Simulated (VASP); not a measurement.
OSZICAR of a VASP run on FeAl (CsCl type):

File OSZICAR:
```
       N       E                     dE             d eps       ncg     rms          rms(c)
DAV:   1     0.242401414942E+02    0.24240E+02   -0.52902E+03  1520   0.128E+03
DAV:   2    -0.232668697761E+02   -0.47507E+02   -0.45685E+02  1515   0.188E+02
DAV:   3    -0.245933183090E+02   -0.13264E+01   -0.13080E+01  1766   0.439E+01
DAV:   4    -0.246183914197E+02   -0.25073E-01   -0.25053E-01  1958   0.533E+00
DAV:   5    -0.246189090777E+02   -0.51766E-03   -0.51763E-03  1749   0.669E-01    0.161E+01
DAV:   6    -0.256549361537E+02   -0.10360E+01   -0.92159E+01  1690   0.161E+02    0.200E+01
DAV:   7    -0.210134402690E+02    0.46415E+01   -0.42059E+01  1643   0.901E+01    0.290E+00
DAV:   8    -0.210333115377E+02   -0.19871E-01   -0.20362E-01  1553   0.468E+00    0.218E+00
DAV:   9    -0.210357619548E+02   -0.24504E-02   -0.18961E-01  1739   0.800E+00    0.788E-01
DAV:  10    -0.210281473505E+02    0.76146E-02   -0.71159E-02  1697   0.481E+00    0.201E-01
DAV:  11    -0.210293487545E+02   -0.12014E-02   -0.16882E-02  1605   0.236E+00    0.250E-01
DAV:  12    -0.210302274163E+02   -0.87866E-03   -0.45153E-03  1611   0.119E+00    0.326E-02
DAV:  13    -0.210302726310E+02   -0.45215E-04   -0.22594E-04  2050   0.208E-01    0.252E-02
DAV:  14    -0.210302825415E+02   -0.99104E-05   -0.16960E-05  2067   0.598E-02    0.141E-02
DAV:  15    -0.210302818167E+02    0.72478E-06   -0.24353E-06  1654   0.215E-02    0.503E-03
DAV:  16    -0.210302833443E+02   -0.15276E-05   -0.12177E-06  1585   0.196E-02    0.159E-03
DAV:  17    -0.210302831705E+02    0.17380E-06   -0.18821E-08   781   0.153E-03    0.154E-03
DAV:  18    -0.210302826810E+02    0.48955E-06   -0.37452E-08   776   0.250E-03    0.110E-03
DAV:  19    -0.210302828483E+02   -0.16733E-06   -0.46915E-08   772   0.328E-03    0.121E-04
DAV:  20    -0.210302828302E+02    0.18108E-07   -0.52067E-09   771   0.127E-03
   1 F= -.21030283E+02 E0= -.21029800E+02  d E =-.144935E-02
```

**Question.** Which electronic solver shows in the log?

**Answer.** It is blocked Davidson (ALGO = Normal, or the opening steps of other solvers). The INCAR had ALGO = Normal.

**Question.** How was spin treated?

**Answer.** Without spin polarisation: there is no mag entry.

**Question.** Can the final energy be trusted as converged?

**Answer.** Self-consistency was reached. It stopped with EDIFF = 1E-7, NELM = 100 (r2SCAN+rVV10, plane waves, VASP's PBE PAW potentials (set 64)).

The compound is FeAl in the CsCl type structure. This cell is one point of a volume scan, at 1.03 of the reference volume. The run is not spin-polarised, so no magnetic state was tried. The electron count is odd and the run is not spin-polarised, which forces a metal.
